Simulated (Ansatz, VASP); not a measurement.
# Sn8Se7S (SnS0.1Se0.9, orthorhombic layered) in two plane-wave programs, part 3 of 3

One calculation is typed for both programs; each brings its own data sets. How far apart do they land? The cell is invented: As first built, before any earlier steps moved the atoms (in the runner's words): 1x2x2 conventional cells of the SnSe type (32 atoms: 2 S, 14 Se, 16 Sn); Se/S share their sites, the best of 600 random draws by like-pair counts in two shells; start lattice by linear mixing of the end members' cells; atoms moved at random by 0.02 A. It may not be a known or stable phase. Of the first pair: The structure shown is the start of the Ansatz relaxation below; VASP solves that cell, so the two are compared at the walk's first step.

VASP 6.6.1 and Ansatz 0.2.0.

So far. Step 3 (VASP: single point, PBE with D3(BJ), start cell, pair 1): The run ends at a pressure of -0.09 GPa, with forces up to 0.74 eV/Å. Step 6 (VASP: single point, PBE with D3(BJ), relaxed cell, pair …): The run ends at a pressure of 0.01 GPa, with forces up to 0.020 eV/Å.

**9. VASP: single point, PBE, start cell**

Level of this step: PBE; plane waves and PAW (S, Se, Sn_d); invented cell (VASP).

The same cell, functional, mesh and smearing now go to VASP, with its own data sets.

The input, INCAR:

```
SYSTEM = Sn8Se7S
PREC = Accurate
ENCUT = 400
EDIFF = 1E-06
NELM = 120
ISMEAR = -1
SIGMA = 0.01
LREAL = Auto
ALGO = Normal
GGA = PE
NBANDS = 188
LORBIT = 11
LWAVE = .FALSE.
LCHARG = .FALSE.
ISIF = 2
ISYM = 0
LASPH = .TRUE.
GGA_COMPAT = .FALSE.
EFERMI = MIDGAP
KPAR = 4
```

The input, POSCAR:

```
Sn8Se7S
1.0
   11.3980000000      0.0000000000      0.0000000000
    0.0000000000      8.3394000000      0.0000000000
    0.0000000000      0.0000000000      8.8948000000
S Se Sn
2 14 16
Direct
    0.1436304615      0.3752548145      0.7559135675
    0.8569485875      0.6266757800      0.2389823268
    0.3562028426      0.1204403194      0.0051041058
    0.1397701351      0.3744394081      0.2551490759
    0.8574837691      0.1253807228      0.2415793497
    0.6385769433      0.3737079406      0.4918941404
    0.3572030181      0.1213276735      0.5069253946
    0.8552816284      0.1230544164      0.7443899807
    0.6415774697      0.3749190589      0.9939852498
    0.3559835059      0.6247331942      0.0082520124
    0.1431128268      0.8720651366      0.2581733147
    0.6453763818      0.8712857040      0.4939290372
    0.3572117915      0.6234621196      0.5125016864
    0.1443411125      0.8721250929      0.7581733147
    0.8580101772      0.6245533252      0.7435355489
    0.6428759431      0.8765978368      0.9952331699
    0.1218108440      0.1254886443      0.0444641813
    0.3772240744      0.3721490755      0.2941943608
    0.6226618705      0.1271554308      0.2070760444
    0.8746797684      0.3730843946      0.4559517921
    0.1195034217      0.1238938053      0.5452848856
    0.3792068784      0.3766458019      0.7947564869
    0.6223460256      0.1243974387      0.7079304762
    0.8762502193      0.3742715303      0.9552884832
    0.1227934725      0.6245293426      0.0430026532
    0.3769784173      0.8739357748      0.2981180015
    0.6241533602      0.6249370458      0.2059967622
    0.8763993683      0.8775211646      0.4544902640
    0.1240217582      0.6219032544      0.5462854702
    0.3740393051      0.8701225508      0.7948239421
    0.6214160379      0.6253927141      0.7095493996
    0.8755395683      0.8735040890      0.9549624500
```

The input, KPOINTS:

```
Points of the shifted mesh
8
Reciprocal
 0.2500000000  0.2500000000  0.2500000000 1
 0.2500000000  0.2500000000  0.7500000000 1
 0.2500000000  0.7500000000  0.2500000000 1
 0.2500000000  0.7500000000  0.7500000000 1
 0.7500000000  0.2500000000  0.2500000000 1
 0.7500000000  0.2500000000  0.7500000000 1
 0.7500000000  0.7500000000  0.2500000000 1
 0.7500000000  0.7500000000  0.7500000000 1
```

The projector-augmented-wave data sets are S, Se and Sn_d (PBE family, release 64).

Launch:

```bash
$ mpirun -np 4 vasp_std
```

Numbers of over 12 decimals in the logs are rounded to 6 here.

The log of the run:

```text
[... set-up lines as in an earlier step ...]
 entering main loop
       N       E                     dE             d eps       ncg     rms          rms(c)
DAV:   1     0.409018659504E+04    0.40902E+04   -0.11605E+05  3016   0.189E+03
DAV:   2     0.729840026739E+03   -0.33603E+04   -0.32931E+04  3008   0.569E+02
DAV:   3    -0.390957321076E+02   -0.76894E+03   -0.72614E+03  3352   0.226E+02
DAV:   4    -0.130897463540E+03   -0.91802E+02   -0.88737E+02  3544   0.725E+01
[...]
DAV:  13    -0.132266344613E+03   -0.94867E-05   -0.96315E-05  4016   0.361E-02    0.117E-02
DAV:  14    -0.132266346065E+03   -0.14514E-05   -0.21127E-05  3536   0.163E-02    0.475E-03
DAV:  15    -0.132266346490E+03   -0.42588E-06   -0.45293E-06  2648   0.743E-03
   1 F= -.13226635E+03 E0= -.13226635E+03  d E =0.000000E+00
```

OUTCAR, selected parts (step 9):

```text
  Total       18.0721172      7.5501384      7.1683398      0.0286080      0.1154971     -0.3353548
  in kB       34.2467979     14.3075691     13.5840578      0.0542123      0.2188678     -0.6354998
  external PRESSURE =      20.7128083 kB  Pullay stress =       0.0000000 kB

 POSITION                                       TOTAL-FORCE (eV/Angst)
 -----------------------------------------------------------------------------------
      1.63710      3.12940      6.72370         0.317453     -0.084479     -0.239002
      9.76750      5.22610      2.12570        -0.291644     -0.063260      0.394833
      4.06000      1.00440      0.04540         0.255287      0.144641      0.125717
      1.59310      3.12260      2.26950        -0.045519     -0.010373      0.182433
      9.77360      1.04560      2.14880         0.219268      0.006932     -0.015103
      7.27850      3.11650      4.37530        -0.104310      0.065860      0.016124
      4.07140      1.01180      4.50900         0.057278      0.133275      0.111845
      9.74850      1.02620      6.62120         0.379602      0.074176     -0.183701
      7.31270      3.12660      8.84130        -0.243961     -0.010875     -0.110706
      4.05750      5.20990      0.07340         0.365939     -0.098343      0.069258
      1.63120      7.27250      2.29640        -0.291894      0.071247      0.034985
      7.35600      7.26600      4.39340        -0.487151      0.082248     -0.012267
      4.07150      5.19930      4.55860         0.352469     -0.095120     -0.097679
      1.64520      7.27300      6.74380        -0.599984      0.079971     -0.019024
[...]
-----------------------------------------------------------------------------------
    total drift:                               -0.003006      0.007823      0.014673

  FREE ENERGIE OF THE ION-ELECTRON SYSTEM (eV)
  ---------------------------------------------------
  free  energy   TOTEN  =      -132.2663464904 eV

  energy  without entropy=     -132.2663464904  energy(sigma->0) =     -132.26634649

[... 2 parts as in an earlier step ...]

[... 1 further part left out ...]
[key lines of the parts left out:]
E-fermi :   5.9100
```

The run ends at a pressure of 2.07 GPa, with forces up to 0.71 eV/Å.

**10. Differences**

What differs besides the data sets and the points named for the pairs above, as far as they apply: the data sets hold 460 valence electrons in Ansatz (on its default PAW (the set named soft_2) files) and 320 in VASP. Total energies have different zeros and are not compared.

Forces on 8 of the 32 atoms, those with the largest forces and the largest differences (eV/Å; atoms numbered as in POSCAR):

```csv
atom,"Ansatz x, y, z","VASP x, y, z"
Se14,"-0.583, 0.077, -0.028","-0.600, 0.080, -0.019"
Sn20,"0.261, 0.394, -0.263","0.275, 0.398, -0.257"
Sn25,"-0.537, -0.059, -0.065","-0.550, -0.059, -0.075"
Sn26,"0.374, -0.036, -0.107","0.390, -0.038, -0.119"
Sn28,"0.492, -0.413, -0.265","0.507, -0.417, -0.258"
Sn29,"-0.457, -0.288, 0.164","-0.471, -0.294, 0.156"
Sn30,"0.661, 0.093, -0.092","0.678, 0.093, -0.103"
Sn32,"0.475, -0.115, 0.239","0.490, -0.115, 0.249"
```

The forces differ by 8.5 meV/Å r.m.s., which is 3.5 % of the r.m.s. force of 0.244 eV/Å (both taken over all components).

**11. Summary of results**

```json
{
 "r.m.s. force difference (single point, PBE with D3(BJ), start cell, pair 1)": "3.5 % of the r.m.s. force",
 "difference in gap on the k mesh (single point, PBE with D3(BJ), relaxed cell, pair 2)": "0.0078 eV",
 "r.m.s. force difference (single point, PBE with D3(BJ), relaxed cell, pair 2)": "8.7 meV/Å",
 "r.m.s. force difference (single point, PBE, start cell)": "3.5 % of the r.m.s. force"
}
```

In words: The r.m.s. force difference is 3.5 % of the r.m.s. force (single point, PBE, start cell), beyond the 3 % picked in this series as the mark of a large difference. The data sets hold unlike numbers of valence electrons (460 in Ansatz and 320 in VASP), so part of the differences comes from the potentials. 1 further run of this series is not shown here. Such differences can come from data sets, numerical settings and the points named under the comparisons, not from the functional's error against experiment.

[Lines on the potential files, build, host, timing and source positions are cut from VASP's logs without a mark.]

[Logs are printed without paths, hosts, clocks, repeated set-up lines and the standing remarks that a program may print on its own settings, such as how far it seeks lower states.]

[Hosts, paths, dates, database ids (printed as entryN), source tags and the programs' standing remarks are cut or masked in the printed files.]
